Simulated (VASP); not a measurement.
GaAs:

```xyz
2
Lattice="0.0000 2.8194 2.8406 2.8194 0.0000 2.8406 2.8194 2.8194 0.0000" Properties=species:S:1:pos:R:3 pbc="T T T"
Ga    0.0000    0.0000    0.0000
As    1.4097    1.4097    1.4203
```

The cell was built by a generator and isn't the measured one.

Base run:

| Quantity | Value |
| --- | --- |
| Program | VASP 6.6.1 |
| Functional | r2SCAN |
| Potentials or basis | VASP PAW PBE potentials, release 64 (Ga_d, As) |
| Cutoff | 600 eV |
| k mesh | 12 × 12 × 12 |
| Occupations | gaussian, width 0.02 eV |
| Spin | no spin polarisation |

Its results: band gap on the k mesh 0.98 eV, direct; pressure 0.6 GPa.

**Question.** The run is repeated on the same cell with these changes: functional from r2SCAN to PBE; cutoff from 600 eV to 400 eV. What comes out?

**Answer.** Band gap on the k mesh 0.51 eV, direct; pressure 3.3 GPa.

r2SCAN gives the wider gap, since meta-GGAs in the generalised Kohn-Sham scheme recover part of the derivative discontinuity.

Caveats: the PAW data sets were made with another functional, which shifts forces and pressure a little (some runs).

A k mesh can miss the band edges.

Not every run made on this cell is shown here.
